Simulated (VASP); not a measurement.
Data:

```xyz
4
Lattice="1.2453 -2.1570 0.0000 1.2453 2.1570 0.0000 0.0000 0.0000 6.4614" Properties=species:S:1:pos:R:3 pbc="T T T"
B      1.2453     0.7190     1.6153
B      1.2453    -0.7190     4.8460
N      1.2453    -0.7190     1.6153
N      1.2453     0.7190     4.8460
```

Computed with LDA (Ceperley-Alder, Perdew-Zunger), VASP's LDA PAW potentials (set 64) (plane waves; VASP 6.6.1). Numerical set-up: 520 eV cut-off, Gaussian smearing of 0.050 eV, potentials B N.

Question: Give the energies of bands 3 to 11 at the high-symmetry points, in eV from the valence-band maximum.

Answer: 
```tsv
band	Γ	M	K	A	L	H
3	-6.60	-8.99	-8.20	-5.50	-8.96	-8.10
4	-4.09	-8.91	-8.00	-5.50	-8.96	-8.10
5	-1.38	-4.25	-7.12	-1.36	-4.21	-7.13
6	-1.38	-4.16	-7.12	-1.36	-4.21	-7.13
7	-1.33	-1.65	-0.18	-1.36	-1.01	-0.06
8	-1.33	-0.44	-0.18	-1.36	-1.01	-0.06
9	5.07	4.00	4.76	7.67	4.52	4.46
10	10.37	5.63	4.76	7.67	4.52	4.46
11	11.49	9.58	10.27	11.57	10.03	11.58
```

The gap is indirect, 4.00 eV, from the valence maximum at K-Γ at 0.11 to the conduction minimum at M.

The compound is BN in the hex structure. It was relaxed first.
